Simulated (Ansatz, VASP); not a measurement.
## C in two plane-wave programs

Wanted: the spread between two codes on one cell, functional and k mesh. The cell is taken from a series of runs on this material, whose earlier steps may have relaxed, scaled, displaced or heated it; both programs get it as it stands.

Calculated with Ansatz 0.2.0; plane waves, with VASP 6.6.1 beside it; LDA.

## 1. The starting structure

Symmetry: R-3m, No. 166, trigonal system. Conventional cell: a = 2.466 Å, b = 2.466 Å, c = 24.848 Å, α = 90.00°, β = 90.00°, γ = 120.00°. C has 3 C at 1.42 Å nearest. C has 3 C at 1.42 Å nearest.

## 2. VASP: single point, LDA

A single point takes one fixed geometry, so differences don't come from the geometry; what else differs is listed under the comparison.

Lines of VASP's logs that name or quote its potential files are left out, and so is its time.

INCAR

```
SYSTEM = C
PREC = Accurate
ENCUT = 600
EDIFF = 1E-06
NELM = 120
ISMEAR = 0
SIGMA = 0.1
LREAL = .FALSE.
ALGO = Normal
GGA = PW92
NBANDS = 14
LORBIT = 11
LWAVE = .FALSE.
LCHARG = .FALSE.
ISIF = 2
LASPH = .TRUE.
GGA_COMPAT = .FALSE.
EFERMI = MIDGAP
```

POSCAR

```
C
1.0
    1.2331880975      0.7119814801      8.2826151019
   -1.2331880975      0.7119814801      8.2826151019
    0.0000000000     -1.4239629602      8.2826151019
C
4
Direct
    0.9128269200      0.9128269200      0.9128269200
    0.2461499400      0.2461499400      0.2461499400
    0.7538500600      0.7538500600      0.7538500600
    0.0871730800      0.0871730800      0.0871730800
```

KPOINTS

```
Automatic mesh
0
Gamma
9 9 9
0 0 0
```

Potentials, in the order of the species: C (LDA family, release 64).

Started as:

```bash
$ mpirun -np 1 vasp_std
```

Numbers of over 12 decimals in the logs are rounded to 6 here.

What it wrote:

```text
[banner, memory and clock lines left out]
running    1 mpi-ranks, on    1 nodes
 distrk:  each k-point on    1 cores,    1 groups
 distr:  one band on    1 cores,    1 groups

 POSCAR found type information on POSCAR C
 POSCAR found :  1 types and       4 ions
|                                                                             |
|               ----> ADVICE to this user running VASP <----                  |
|                                                                             |
|     You enforced a specific xc type in the INCAR file but a different       |
|     [... a line on the potential file left out ...]
|     I HOPE YOU KNOW WHAT YOU ARE DOING!                                     |
|                                                                             |

 LDA part: xc-table for (Slater(with rela. corr.)+PW92), standard interpolation
 POSCAR, INCAR and KPOINTS ok, starting setup
 FFT: planning ... GRIDC
 FFT: planning ... GRID_SOFT
 FFT: planning ... GRID
 WAVECAR not read
 entering main loop
       N       E                     dE             d eps       ncg     rms          rms(c)
DAV:   1     0.547568071856E+02    0.54757E+02   -0.84773E+03  2380   0.115E+03
DAV:   2    -0.382386410347E+02   -0.92995E+02   -0.83279E+02  3346   0.219E+02
DAV:   3    -0.431627256294E+02   -0.49241E+01   -0.48757E+01  3076   0.495E+01
DAV:   4    -0.432299829398E+02   -0.67257E-01   -0.67216E-01  2958   0.695E+00
DAV:   5    -0.432315019073E+02   -0.15190E-02   -0.15186E-02  3054   0.101E+00    0.911E+00
DAV:   6    -0.411125459964E+02    0.21190E+01   -0.17491E+00  2536   0.856E+00    0.519E+00
DAV:   7    -0.404148860010E+02    0.69766E+00   -0.20178E+00  2554   0.923E+00    0.136E+00
DAV:   8    -0.404162340094E+02   -0.13480E-02   -0.65008E-02  2722   0.176E+00    0.237E-01
DAV:   9    -0.404148684159E+02    0.13656E-02   -0.22546E-03  2974   0.337E-01    0.121E-01
DAV:  10    -0.404148403392E+02    0.28077E-04   -0.88182E-04  2800   0.182E-01    0.608E-02
DAV:  11    -0.404148464060E+02   -0.60668E-05   -0.23911E-05  2908   0.349E-02    0.954E-03
DAV:  12    -0.404148479716E+02   -0.15655E-05   -0.16418E-06  2772   0.904E-03    0.165E-03
DAV:  13    -0.404148479965E+02   -0.24946E-07   -0.21879E-07  1982   0.377E-03
   1 F= -.40414848E+02 E0= -.40414170E+02  d E =-.135628E-02
```

OUTCAR, selected parts (step 2):

```text
ion  position               nearest neighbor table
   1  0.913  0.913  0.913-   2 1.42   2 1.42   2 1.42
   2  0.246  0.246  0.246-   1 1.42   1 1.42   1 1.42
   3  0.754  0.754  0.754-   4 1.42   4 1.42   4 1.42
   4  0.087  0.087  0.087-   3 1.42   3 1.42   3 1.42

  LATTYP: Found a trigonal (rhomboedric) cell.
 ALAT       =     8.4041289518
 COS(alpha) =     0.9569371044

 Subroutine GETGRP returns: Found 12 space group operations
 (whereof 12 operations were pure point group operations)

The static configuration has the point symmetry D_3d.

 Found     85 irreducible k-points:

   k-points           NKPTS =     85   k-points in BZ     NKDIM =     85   number of bands    NBANDS=     14

   dimension x,y,z NGX =    70 NGY =   70 NGZ =   70
   dimension x,y,z NGXF=   140 NGYF=  140 NGZF=  140

   ENCUT  =  600.0 eV  44.10 Ry    6.64 a.u.  16.79 16.79 16.79*2*pi/ulx,y,z

   NELECT =      16.0000    total number of electrons

 k-points in reciprocal lattice and weights: Automatic mesh
   0.00000000  0.00000000  0.00000000       0.001
   0.11111111 -0.00000000  0.00000000       0.008
   0.22222222 -0.00000000  0.00000000       0.008
   0.33333333 -0.00000000  0.00000000       0.008
   0.44444444 -0.00000000  0.00000000       0.008
   0.11111111  0.11111111  0.00000000       0.008
   0.22222222  0.11111111  0.00000000       0.016
   0.33333333  0.11111111  0.00000000       0.016
   0.44444444  0.11111111  0.00000000       0.016
[...]
0.44444444  0.44444444  0.44444444       0.003
  -0.44444444  0.44444444  0.44444444       0.008

 average (electrostatic) potential at core
       1 -56.7463       2 -56.7457       3 -56.7457       4 -56.7463

 E-fermi :   2.8449

 k-point     1 :       0.0000    0.0000    0.0000
  band No.  band energies     occupation
    ...
      4      -4.4576      2.00000
      5      -0.1986      2.00000
      6      -0.1986      2.00000
      7      -0.1960      2.00000
      8      -0.1960      2.00000
      9       5.6310      0.00000
     10       9.2378      0.00000
     11      11.0940      0.00000
     12      11.0940      0.00000
     13      11.1034      0.00000
    ...

 k-point     2 :       0.1111   -0.0000    0.0000
  band No.  band energies     occupation
    ...
      4      -4.1165      2.00000
      5      -1.2865      2.00000
      6      -1.2817      2.00000
      7      -0.7685      2.00000
      8      -0.7655      2.00000
      9       6.0179      0.00000
     10       9.5570      0.00000
     11      11.1721      0.00000
     12      11.1820      0.00000
     13      12.2892      0.00000
    ...

 k-point     3 :       0.2222   -0.0000    0.0000
  band No.  band energies     occupation
    ...
      4      -3.7789      2.00000
      5      -3.7085      2.00000
      6      -3.1116      2.00000
      7      -1.9179      2.00000
      8      -1.9146      2.00000
      9       7.1774      0.00000
     10      10.3082      0.00000
     11      10.8323      0.00000
     12      10.9285      0.00000
     13      10.9902      0.00000
    ...

  Total       -2.3353711     -2.3353711     -0.3808531      0.0000000     -0.0000000      0.0000000
  in kB      -85.7530793    -85.7530793    -13.9846401      0.0000000     -0.0000000      0.0000000
  external PRESSURE =     -61.8302662 kB  Pullay stress =       0.0000000 kB

  energy-cutoff  :      600.00
  volume of cell :       43.63
      direct lattice vectors                 reciprocal lattice vectors
     1.233188098  0.711981480  8.282615102     0.405453151  0.234088486  0.040244938
    -1.233188098  0.711981480  8.282615102    -0.405453151  0.234088486  0.040244938
     0.000000000 -1.423962960  8.282615102     0.000000000 -0.468176972  0.040244938

 POSITION                                       TOTAL-FORCE (eV/Angst)
 -----------------------------------------------------------------------------------
      0.00000      0.00000     22.68178         0.000000     -0.000000     -0.012904
      0.00000      0.00000      6.11630         0.000000      0.000000     -0.006090
      0.00000      0.00000     18.73155         0.000000     -0.000000      0.006090
      0.00000      0.00000      2.16606         0.000000      0.000000      0.012904
 -----------------------------------------------------------------------------------
    total drift:                                0.000000      0.000000      0.000000

  FREE ENERGIE OF THE ION-ELECTRON SYSTEM (eV)
  ---------------------------------------------------
  free  energy   TOTEN  =       -40.4148479965 eV

  energy  without entropy=      -40.4134917142  energy(sigma->0) =      -40.41416986

 total charge
# of ion       s       p       d       tot
------------------------------------------
    1        0.852   1.791   0.000   2.642
    2        0.852   1.791   0.000   2.642
    3        0.852   1.791   0.000   2.642
    4        0.852   1.791   0.000   2.642
--------------------------------------------------
tot          3.406   7.164   0.000  10.570

[... 3 further parts left out ...]
```

The run ends at a pressure of -6.18 GPa, with forces up to 0.013 eV/Å.

## 3. Ansatz: single point, LDA

Ansatz runs on its default PAW (the set named soft_2) files.

The same cell, functional (in two slightly different forms), mesh and smearing now go to Ansatz, which takes its cutoff from its data sets.

input.yaml

```yaml
crystal:
  lattice:
    - [1.2331880975, 0.7119814801, 8.2826151019]
    - [-1.2331880975, 0.7119814801, 8.2826151019]
    - [0.0, -1.4239629602, 8.2826151019]
  atoms:
    - { symbol: C, position: [0.91282692, 0.91282692, 0.91282692] }
    - { symbol: C, position: [0.24614994, 0.24614994, 0.24614994] }
    - { symbol: C, position: [0.75385006, 0.75385006, 0.75385006] }
    - { symbol: C, position: [0.08717308, 0.08717308, 0.08717308] }
kpoints:
  mp_grid: { grid: [9, 9, 9] }
hamiltonian:
  xc: lda
scf:
  occupations: { method: gaussian, width: 0.1 }
output:
  forces: true
  stress: true
  eigenvalues: true
```

Started as:

```bash
$ ansatz run input.yaml --threads 4 --pin off --max-ram 7168MiB --backend cpu --events-out ev --progress --plain --runs-dir out
```

What it wrote:

```text
basis.fft_grid_basis auto: the FFT boxes are laid along the combinations [[1, 0, -1], [0, 1, -1], [0, 0, 1]] of the cell's own vectors, 2.466, 2.466 and 8.404 Å long. The dense box has 18×18×60 points. Along the cell's own vectors, as sized, it would have 60×60×60, 11.11 times as many. Of the 12 symmetry operations that the crystal satisfies within crystal.symmetry.tolerance (time reversal apart; of a slab, those tha [...]
Engine: ansatz 0.2.0, aarch64-unknown-linux-gnu
Pseudopotentials: kind: paw
Pseudopotential: C, paw, valence charge 4, recommended cutoff 420 eV (normal), C.paw.azcp
Functional definition: SPW92
  exchange = slater_x
  correlation = pw_c
Crystal: 4 atoms, lattice volume = 43.633 Å³
Basis set: ecut = 420 eV, 819 PW (Γ), FFT grids on a1−a3, a2−a3, a3
Bands: 12, of which v1, the nominal top of the filled ones, is band 8 counted from 1 (7 counted from 0)
Symmetry: 12 space group operations
Space group: R-3m (ITA 166), of the structure as read, at distance tolerance 3.5e-5 Å
k-points: 85 of 729
Non-local potential: C, projectors of the file, l = 0: 2, l = 1: 2, l = 2: 1
PAW form: soft (Blöchl's): semilocal exchange-correlation on the pseudo side does not see the compensation charge
PAW frozen core: C, regenerated for the run's functional, and the local potential with it (the file was generated under x = pbe(κ = 0.804, μ = 0.219515), c = pbe(β = 0.066725))
PAW one-centre angular grid: C, 110 points (default); XC on 64 Gauss nodes
Initial density: superposition of atomic densities (neutral atoms: chi_scale 0, normalization atom), corrected by the library's trained network
Initial wavefunctions: pseudopotential atomic-orbital guess
Functional: x = slater, c = lda
SCF iter   1: F=—  HF=-971.832796 eV  |F-HF|=—  |Δ(HF+E_count)|=         —  Δρ=6.42e-3  dr2=7.50e-3  ethr=1.77e-3  ⟨swp⟩=5.2  Hψ=5702  notcnv=0
preconditioner: auto → LDOS  [insulator: Δε(μ)=0.189 eV  Ē_g=15.157 eV  σ=0.100 eV  W_gap=0.82  n_scr=6 (ndim 8)  ℏωp=22.5 eV  f_vac=0.206  D(μ)=0.28/eV (n_scr^D=2)  ε∞_Penn≈3.2  β→1.0]
SCF iter   2: F=—  HF=-971.831113 eV  |F-HF|=—  |Δ(HF+E_count)|=   1.68e-3  Δρ=1.23e-3  dr2=9.16e-4  ethr=4.69e-5  ⟨swp⟩=2.4  Hψ=2290  notcnv=0
SCF iter   3: F=—  HF=-971.830765 eV  |F-HF|=—  |Δ(HF+E_count)|=   3.48e-4  Δρ=3.14e-4  dr2=1.25e-4  ethr=5.73e-6  ⟨swp⟩=2.0  Hψ=1641  notcnv=0
SCF iter   4: F=—  HF=-971.830732 eV  |F-HF|=—  |Δ(HF+E_count)|=   3.38e-5  Δρ=9.45e-5  dr2=9.06e-6  ethr=7.84e-7  ⟨swp⟩=2.0  Hψ=1440  notcnv=0
SCF iter   5: F=—  HF=-971.830728 eV  |F-HF|=—  |Δ(HF+E_count)|=   3.41e-6  Δρ=2.03e-5  dr2=3.23e-7  ethr=5.66e-8  ⟨swp⟩=2.7  Hψ=1463  notcnv=0
SCF iter   6: F=-971.830728 eV  HF=-971.830728 eV  |F-HF|=4.00e-9  |Δ(HF+E_count)|=   7.69e-8  Δρ=2.79e-6  dr2=5.21e-9  ethr=6.25e-10  ⟨swp⟩=6.2  Hψ=4875  notcnv=0
SCF 1 converged in 6 iterations: F = -971.830728 eV  dr2 = 5.21e-9
  greatest PAW one-centre occupation: 0.665 electrons in one spin orbital (limit 2), on the C atom at site 3 (counted from 0), in its partial waves of l = 0
SCF converged after 6 iterations
Free energy (F): -971.830728 eV
Harris-Foulkes:  -971.830728 eV  (|F-HF|=4.00e-9)
Internal energy: -971.829363 eV  (E = F + TS)
E sigma→0 (E₀):  -971.830046 eV
Entropy (-TS):   -0.001365 eV (-0.341 meV/atom)
Fermi energy:    4.577106 eV
--- Per-component energies (eV) ---
  E_band       = -71.695884
  E_kinetic    = 362.811304
  E_local      = -877.217605  (includes V_loc(G=0)·N_el)
  E_nonlocal   = 113.456018
  E_hartree    = 297.777108
  E_xc         = -189.590949
  E_vxc        = -235.682663  (∫ρ·V_xc dr)
  E_paw        = -367.512020  (= ΣΔE_a)
  E_vpaw       = -30.617129  (= ΣTr[D̂ρ^β])
  E_aug_tail   = 0.000035  (compensation charges beyond the density's cutoff)
  E_ewald      = -311.804584
  E_core_change = 0.251330  (= ΣΔE_core)
  E_smearing   = -0.001365  (= −TS)
  E_closure    = -0.000000  (closes the sum)
  Σ components = -971.830728   (vs F -971.830728, Δ=0.00e0)
--- Forces (eV/Å), atoms counted from 1 ---
  atom   1  C      0.00000000    -0.00000000    -0.01304741
  atom   2  C      0.00000000     0.00000000    -0.00626352
  atom   3  C      0.00000000    -0.00000000     0.00626352
  atom   4  C      0.00000000     0.00000000     0.01304741
  max |Σ_I F_I| component: 3.70e-17 eV/Å
--- Stress (GPa, compression-positive) ---
       -8.631056      -0.000000       0.000000
       -0.000000      -8.631056       0.000000
        0.000000       0.000000      -1.092745
  P = ⅓ Tr σ = -6.1183 GPa (-61.183 kbar)
--- Band table (eV; the first three rows and the last of 85) ---
  k-point 0: bands = [... 4 lower, 1.5452, 1.5452, 1.5490, 1.5490, 7.3711, 10.9705, 12.8479, 12.8479]
  k-point 1: bands = [... 4 lower, 0.4539, 0.4591, 0.9732, 0.9770, 7.7579, 11.2900, 12.9253, 12.9331]
  k-point 2: bands = [... 4 lower, -1.9768, -1.3813, -0.1805, -0.1772, 8.9170, 12.0397, 12.5583, 12.6583]
  k-point 84: bands = [... 4 lower, 0.4535, 0.4600, 0.9727, 0.9768, 8.9322, 9.3511, 12.9278, 12.9474]
```

The column dr2 measures how far the density is from self-consistency, as an energy; F and HF (Harris–Foulkes) agree once it is small.

The run ends at a pressure of -6.12 GPa, with forces up to 0.013 eV/Å.

## 4. Side by side

Known differences besides the potentials themselves: the cutoff is 420 eV in Ansatz and 600 eV in VASP; VASP's log shows a relativistic correction to its local exchange, Ansatz's none. Total energies have different zeros and are not compared.

Compared:

```
      quantity  Ansatz   VASP  difference
pressure (GPa)   -6.12  -6.18       +0.06
```

## 5. Outcome

```yaml
difference_in_pressure_single_point_lda: 0.065 GPa
```

The difference in pressure is 0.065 GPa (single point, LDA), within the 1 GPa picked in this series as the mark of a large difference. Such differences can come from data sets, numerical settings and the points named under the comparisons, not from the functional's error against experiment.

[Lines on the potential files, build, host, timing and source positions are cut from VASP's logs without a mark.]

[Logs are printed without paths, hosts, clocks, repeated set-up lines and the standing remarks that a program may print on its own settings, such as how far it seeks lower states.]

[Hosts, paths, dates, database ids (printed as entryN), source tags and the programs' standing remarks are cut or masked in the printed files.]
